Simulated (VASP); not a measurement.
# SnAs (Fm-3m) in VASP: notebook

Runs on SnAs. Level: LDA. Tasks: relaxation of cell and atoms.

Program: VASP 6.6.1. These are calculated values, not measurements. Logs are shortened: lines on timing, memory, paths and dates and some standing lists are left out, and cuts for length are marked.

### Step 1. The crystal as given

Symmetry: Fm-3m, No. 225, cubic system. The conventional cell has a = 5.681 Å, b = 5.681 Å, c = 5.681 Å, α = 90.00°, β = 90.00°, γ = 90.00°. Sn (site symmetry m-3m) has 6 As at 2.84 Å as nearest neighbours. As (site symmetry m-3m) has 6 Sn at 2.84 Å as nearest neighbours.

### Step 2. Relaxation of cell and atoms, LDA

Contents of INCAR:

```
ALGO = Normal
EDIFF = 1E-7
EDIFFG = -0.002
ENCUT = 520
IBRION = 2
ISIF = 3
ISMEAR = 0
LASPH = T
LCHARG = F
LREAL = F
LWAVE = F
NELM = 80
NSW = 80
PREC = Accurate
SIGMA = 0.1
```

Contents of KPOINTS:

```
k-points
0
Gamma
  12 12 12
```

Contents of POSCAR:

```
SnAs
1.0
    0.0000000000      2.8405000000      2.8405000000
    2.8405000000      0.0000000000      2.8405000000
    2.8405000000      2.8405000000      0.0000000000
Sn As
1 1
Direct
    0.0000000000      0.0000000000      0.0000000000
    0.5000000000      0.5000000000      0.5000000000
```

Potentials or basis: VASP PAW LDA potentials, release 64 (Sn_d, As).

On the command line:

```console
> cat potpaw_LDA.64/Sn_d/POTCAR potpaw_LDA.64/As/POTCAR > POTCAR
> mpirun -np 1 vasp_std > vasp.out
```

OUTCAR:

```text
EDIFF = 1E-7
   EDIFFG = -0.002
   ENCUT = 520
   IBRION = 2
   ISIF = 3
   ISMEAR = 0
   LASPH = T
   LREAL = F
   NELM = 80
   NSW = 80
   PREC = Accurate

 ion  position               nearest neighbor table
   1  0.000  0.000  0.000-   2 2.84   2 2.84   2 2.84   2 2.84   2 2.84   2 2.84
   2  0.500  0.500  0.500-   1 2.84   1 2.84   1 2.84   1 2.84   1 2.84   1 2.84

  LATTYP: Found a face centered cubic cell.
 ALAT       =     5.6810000000

  Lattice vectors:

 A1 = (   0.0000000000,   2.8405000000,   2.8405000000)
 A2 = (   2.8405000000,   0.0000000000,   2.8405000000)
 A3 = (   2.8405000000,   2.8405000000,   0.0000000000)

Analysis of symmetry for initial positions (statically):
=====================================================================
 Subroutine PRICEL returns:
 Original cell was already a primitive cell.

 Routine SETGRP: Setting up the symmetry group for a
 face centered cubic supercell.

 Subroutine GETGRP returns: Found 48 space group operations
 (whereof 48 operations were pure point group operations)
 out of a pool of 48 trial point group operations.

The static configuration has the point symmetry O_h .

Analysis of symmetry for dynamics (positions and initial velocities):
=====================================================================
 Subroutine PRICEL returns:
 Original cell was already a primitive cell.

 Routine SETGRP: Setting up the symmetry group for a
 face centered cubic supercell.

 Subroutine GETGRP returns: Found 48 space group operations
 (whereof 48 operations were pure point group operations)
 out of a pool of 48 trial point group operations.

The dynamic configuration has the point symmetry O_h .

 Subroutine INISYM returns: Found 48 space group operations
 (whereof 48 operations are pure point group operations),
 and found     1 'primitive' translations

----------------------------------------------------------------------------------------

                                     Primitive cell

  volume of cell :      45.8368

  direct lattice vectors                    reciprocal lattice vectors
     0.000000000  2.840500000  2.840500000    -0.176025348  0.176025348  0.176025348
     2.840500000  0.000000000  2.840500000     0.176025348 -0.176025348  0.176025348
     2.840500000  2.840500000  0.000000000     0.176025348  0.176025348 -0.176025348

  length of vectors
     4.017073624  4.017073624  4.017073624     0.304884846  0.304884846  0.304884846

  position of ions in fractional coordinates (direct lattice)
     0.000000000  0.000000000  0.000000000
     0.500000000  0.500000000  0.500000000

  ion indices of the primitive-cell ions
   primitive index   ion index
                 1           1
                 2           2

----------------------------------------------------------------------------------------

 KPOINTS: k-points

Automatic generation of k-mesh.
 Grid dimensions read from file:
 generate k-points for:   12   12   12

 Generating k-lattice:

  Cartesian coordinates                     Fractional coordinates (reciprocal lattice)
    -0.014668779  0.014668779  0.014668779     0.083333333  0.000000000  0.000000000
     0.014668779 -0.014668779  0.014668779     0.000000000  0.083333333  0.000000000
     0.014668779  0.014668779 -0.014668779     0.000000000  0.000000000  0.083333333

  Length of vectors
     0.025407070  0.025407070  0.025407070

  Shift w.r.t. Gamma in fractional coordinates (k-lattice)
     0.000000000  0.000000000  0.000000000

 Subroutine IBZKPT returns following result:
 ===========================================

 Found     72 irreducible k-points:

 Following reciprocal coordinates:
            Coordinates               Weight
  0.000000  0.000000  0.000000      1.000000
  0.083333  0.000000  0.000000      8.000000
  0.166667  0.000000  0.000000      8.000000
  0.250000  0.000000  0.000000      8.000000
  0.333333  0.000000  0.000000      8.000000
  0.416667  0.000000  0.000000      8.000000
[... 16 lines left out ...]
  0.500000  0.166667  0.000000     24.000000
 -0.416667  0.166667  0.000000     24.000000
 [... further k-points ...]
   k-points           NKPTS =     72   k-points in BZ     NKDIM =     72   number of bands    NBANDS=     13
   number of dos      NEDOS =    301   number of ions     NIONS =      2
   total plane-waves  NPLWV =  27000
   dimension x,y,z NGX =    30 NGY =   30 NGZ =   30
   dimension x,y,z NGXF=    60 NGYF=   60 NGZF=   60
   ions per type =               1   1
   NGX,Y,Z   is equivalent  to a cutoff of  12.42, 12.42, 12.42 a.u.
   NGXF,Y,Z  is equivalent  to a cutoff of  24.83, 24.83, 24.83 a.u.
 SYSTEM =  unknown system
   PREC   = accura    normal or accurate (medium, high low for compatibility)
   ISTART =      0    job   : 0-new  1-cont  2-samecut
   ICHARG =      2    charge: 1-file 2-atom 10-const
   ISPIN  =      1    spin polarized calculation?
   LNONCOLLINEAR =      F non collinear calculations
   LSORBIT =      F    spin-orbit coupling
   LASPH  =      T    aspherical Exc in radial PAW
   ENCUT  =  520.0 eV  38.22 Ry    6.18 a.u.   7.47  7.47  7.47*2*pi/ulx,y,z
   NELM   =     80;   NELMIN=  2; NELMDL= -5     # of ELM steps
   EDIFF  = 0.1E-06   stopping-criterion for ELM
   LREAL  =      F    real-space projection
   EDIFFG = -.2E-02   stopping-criterion for IOM
   NSW    =     80    number of steps for IOM
   IBRION =      2    ionic relax: 0-MD 1-quasi-New 2-CG
   NFREE  =      1    steps in history (QN), initial steepest desc. (CG)
   ISIF   =      3    stress and relaxation
   ISYM   =      2    0-nonsym 1-usesym 2-fastsym
   POTIM  = 0.5000    time-step for ionic-motion
   TEBEG  =    0.0;   TEEND  =   0.0 temperature during run
   PSTRESS=    0.0 pullay stress
   NELECT =      19.0000    total number of electrons
   NUPDOWN=      -1.0000    fix difference up-down
   EMIN   =  10.00;   EMAX   =-10.00  energy-range for DOS
   EFERMI =   0.00;   METHOD = LEGACY
   ISMEAR =     0;   SIGMA  =   0.10  broadening in eV -4-tet -1-fermi 0-gaus
   EFERMI_NEDOS =   21; number of points for ismear=-14 and -15
   IALGO  =     38    algorithm
   IMIX   =      4    mixing-type and parameters
     AMIX     =   0.40;   BMIX     =  1.00
     AMIX_MAG =   1.60;   BMIX_MAG =  1.00
  volume/ion in A,a.u.               =      22.92       154.66
  Fermi-wavevector in a.u.,A,eV,Ry     =   1.220641  2.306677 20.272193  1.489964
  Thomas-Fermi vector in A             =   2.355851
   LORBIT       =      0    0 simple, 1 ext, 2 COOP (PROOUT), +10 PAW based schemes
   GGA     = CA    functional components
   LHFCALC =     F    Hartree Fock is set to
   AEXX    =    0.0000 exact exchange contribution
   IVDW    =     0    specifies the selected vdW correction
   LEPSILON=     F    determine dielectric tensor
   LRPA    =     F    only Hartree local field effects (RPA)
 conjugate gradient relaxation of ions
 non-spin polarized calculation
 Gauss-broadening in eV      SIGMA  =   0.10
  energy-cutoff  :      520.00
  volume of cell :       45.84
 maximum number of plane-waves:      1258
 NGX is ok and might be reduce to    30
   NGX = 15   NGY = 15   NGZ = 15

--------------------------------------- Ionic step        1  -------------------------------------------

 number of electron      18.9999997 magnetization

 Free energy of the ion-electron system (eV)
  ---------------------------------------------------
  ext. energy  EPLUGINS =         0.00000000
  ---------------------------------------------------
  free energy    TOTEN  =       -10.07199535 eV

  energy without entropy =      -10.07007907  energy(sigma->0) =      -10.07103721

------------------------ aborting loop because EDIFF is reached ----------------------------------------

  FORCE on cell =-STRESS in cart. coord.  units (eV):
  Direction    XX          YY          ZZ          XY          YZ          ZX
  --------------------------------------------------------------------------------------
  -------------------------------------------------------------------------------------
  Total       -0.0951180     -0.0951180     -0.0951180      0.0000000     -0.0000000      0.0000000
  in kB       -3.3247478     -3.3247478     -3.3247478      0.0000000     -0.0000000      0.0000000
  external PRESSURE =      -3.3247478 kB  Pullay stress =       0.0000000 kB

 VOLUME and BASIS-vectors are now :
 -----------------------------------------------------------------------------
  energy-cutoff  :      520.00
  volume of cell :       45.84
      direct lattice vectors                 reciprocal lattice vectors
     0.000000000  2.840500000  2.840500000    -0.176025348  0.176025348  0.176025348
     2.840500000  0.000000000  2.840500000     0.176025348 -0.176025348  0.176025348
     2.840500000  2.840500000  0.000000000     0.176025348  0.176025348 -0.176025348
[... 37 lines left out ...]
 POSITION                                       TOTAL-FORCE (eV/Angst)
 -----------------------------------------------------------------------------------
      0.00000      2.83398      2.83398         0.000000     -0.000000      0.000000
      2.83398      2.83398      2.83398        -0.000000      0.000000     -0.000000
 -----------------------------------------------------------------------------------
    total drift:                                0.000000      0.000000      0.000000

  FREE ENERGIE OF THE ION-ELECTRON SYSTEM (eV)
  ---------------------------------------------------
  free  energy   TOTEN  =       -10.0720914046 eV

  energy  without entropy=      -10.0701870205  energy(sigma->0) =      -10.07113921

--------------------------------------- Ionic step        3  -------------------------------------------

 number of electron      18.9999999 magnetization

 Free energy of the ion-electron system (eV)
  ---------------------------------------------------
  ext. energy  EPLUGINS =         0.00000000
  ---------------------------------------------------
  free energy    TOTEN  =       -10.07217938 eV

  energy without entropy =      -10.07027149  energy(sigma->0) =      -10.07122543

 E-fermi :   7.2690     XC(G=0): -10.6570

 val. band max:        7.2298406410   @ k =  -0.4167   0.2500   0.0833
 cond. band min:       7.3599007845   @ k =   0.2500   0.1667   0.0000
 fundamental gap:      0.1300601435
 Fermi energy:         7.2690298819

 k-point     1 :       0.0000    0.0000    0.0000
  band No.  band energies     occupation
      1     -14.2589      2.00000
      2     -14.2589      2.00000
      3     -14.2442      2.00000
      4     -14.2442      2.00000
      5     -14.2442      2.00000
      6      -6.1685      2.00000
      7       4.6299      2.00000
      8       6.1035      2.00000
      9       6.1035      2.00000
     10       6.1035      2.00000
     11      12.7511      0.00000
     12      12.7511      0.00000
     13      12.7511      0.00000

 k-point     2 :       0.0833    0.0000    0.0000
  band No.  band energies     occupation
      1     -14.2596      2.00000
      2     -14.2596      2.00000
      3     -14.2439      2.00000
      4     -14.2429      2.00000
      5     -14.2429      2.00000
      6      -6.0828      2.00000
      7       3.8572      2.00000
      8       6.1133      2.00000
      9       6.1133      2.00000
     10       6.7089      2.00000
     11      12.1959      0.00000
[... 339 lines left out ...]
 k-point    24 :      -0.4167    0.1667    0.0000
  band No.  band energies     occupation
      1     -14.2814      2.00000
      2     -14.2695      2.00000
      3     -14.2369      2.00000
      4     -14.2236      2.00000
      5     -14.2188      2.00000
      6      -3.8143      2.00000
      7      -1.0851      2.00000
      8       4.1240      2.00000
      9       5.7980      2.00000
     10       7.0316      1.99921
     11       9.7647      0.00000
     12      10.1274      0.00000
     13      12.5966      0.00000

 [... further k-points ...]

------------------------ aborting loop because EDIFF is reached ----------------------------------------

  FORCE on cell =-STRESS in cart. coord.  units (eV):
  Direction    XX          YY          ZZ          XY          YZ          ZX
  --------------------------------------------------------------------------------------
  -------------------------------------------------------------------------------------
  Total       -0.0011003     -0.0011003     -0.0011003      0.0000000      0.0000000     -0.0000000
  in kB       -0.0386147     -0.0386147     -0.0386147      0.0000000      0.0000000     -0.0000000
  external PRESSURE =      -0.0386147 kB  Pullay stress =       0.0000000 kB

 VOLUME and BASIS-vectors are now :
 -----------------------------------------------------------------------------
  energy-cutoff  :      520.00
  volume of cell :       45.65
      direct lattice vectors                 reciprocal lattice vectors
     0.000000000  2.836722590  2.836722590    -0.176259745  0.176259745  0.176259745
     2.836722590 -0.000000000  2.836722590     0.176259745 -0.176259745  0.176259745
     2.836722590  2.836722590  0.000000000     0.176259745  0.176259745 -0.176259745

 POSITION                                       TOTAL-FORCE (eV/Angst)
 -----------------------------------------------------------------------------------
      0.00000      0.00000      0.00000         0.000000      0.000000     -0.000000
      2.83672      2.83672      2.83672        -0.000000      0.000000      0.000000
 -----------------------------------------------------------------------------------
    total drift:                               -0.000000      0.000000      0.000000

  FREE ENERGIE OF THE ION-ELECTRON SYSTEM (eV)
  ---------------------------------------------------
  free  energy   TOTEN  =       -10.0721793761 eV

  energy  without entropy=      -10.0702714925  energy(sigma->0) =      -10.07122543

 reached required accuracy - stopping structural energy minimisation
```

Run time: 85 s. Hardware: 1 thread of Intel Xeon Platinum 8488C (Sapphire Rapids), shared host; peak memory 0.18 GiB.

What came out:

* Free energy: -10.0722 eV
* Relaxed volume: 22.83 Å³/atom
* Relaxed cell: a = 4.012 Å, b = 4.012 Å, c = 4.012 Å, α = 60.00°, β = 60.00°, γ = 60.00°
* Space group after relaxing (to 0.05 Å): Fm-3m (No. 225)
* Energy gained by relaxing: 0.1 meV/atom
* Ionic steps: 3
* Pressure after relaxing: 0.0 GPa
* Band gap on the k mesh: none (metal or under the smearing width)

Step by step:
```
step  energy change (eV)  largest force (eV/Å)  pressure (GPa)  volume (Å³)
   1              0.0000                0.0000           -0.33        45.84
   2             -0.0001                0.0000            0.21        45.52
   3             -0.0002                0.0000            0.00        45.65
```

Final structure:
```yaml
crystal:
  lattice:
    - [0.00000, 2.83672, 2.83672]
    - [2.83672, 0.00000, 2.83672]
    - [2.83672, 2.83672, 0.00000]
  atoms:
    - { symbol: Sn, position: [0.00000, 0.00000, 0.00000] }
    - { symbol: As, position: [0.50000, 0.50000, 0.50000] }
```

LDA usually gives volumes a few per cent too small. Zero-point motion and thermal expansion aren't in these numbers.

### Step 3. Relaxation of cell and atoms, LDA

This run uses another cell than the first one, of 22.83 Å³/atom, 0.996 times its volume.

INCAR is that of step 2.

KPOINTS is that of step 2.

Contents of POSCAR:

```
SnAs                                    
1.0
    0.0000000000      2.8367225901      2.8367225901
    2.8367225901     -0.0000000000      2.8367225901
    2.8367225901      2.8367225901      0.0000000000
  Sn              As            
     1     1
Direct
     0.0000000000000000    0.0000000000000000    0.0000000000000000
     0.5000000000000000    0.5000000000000000    0.5000000000000000
```

Potentials or basis: VASP PAW LDA potentials, release 64 (Sn_d, As).

On the command line:

```console
> cat potpaw_LDA.64/Sn_d/POTCAR potpaw_LDA.64/As/POTCAR > POTCAR
> mpirun -np 1 vasp_std > vasp.out
```

Wall time 67 s (1 thread of Intel Xeon Platinum 8488C (Sapphire Rapids), shared host); peak memory 0.18 GiB.

It converged, with:

| Quantity | Value |
| --- | --- |
| Free energy | -10.0721 eV |
| Relaxed volume | 22.82 Å³/atom |
| Relaxed cell | a = 4.012 Å, b = 4.012 Å, c = 4.012 Å, α = 60.00°, β = 60.00°, γ = 60.00° |
| Space group after relaxing (to 0.05 Å) | Fm-3m (No. 225) |
| Energy gained by relaxing | 0.0 meV/atom |
| Ionic steps | 3 |
| Pressure after relaxing | 0.0 GPa |
| Band gap on the k mesh | none (metal or under the smearing width) |

Final structure:
```
Sn As
1.0
     0.00000    2.83659    2.83659
     2.83659    0.00000    2.83659
     2.83659    2.83659    0.00000
Sn As
1 1
Direct
  0.00000 0.00000 0.00000
  0.50000 0.50000 0.50000
```

Levels at points of the mesh, in eV from the Fermi level:
```
           k point  band 7  band 8  band 9  band 10  band 11  band 12  band 13
(0.00, 0.00, 0.00)   -2.64   -1.17   -1.17    -1.17     5.48     5.48     5.48
(0.50, 0.00, 0.00)   -8.71   -0.66   -0.66     0.82     1.29     1.29     2.43
(0.50, 0.50, 0.00)   -6.03   -5.65   -3.44    -3.44     2.66     7.60     7.60
```
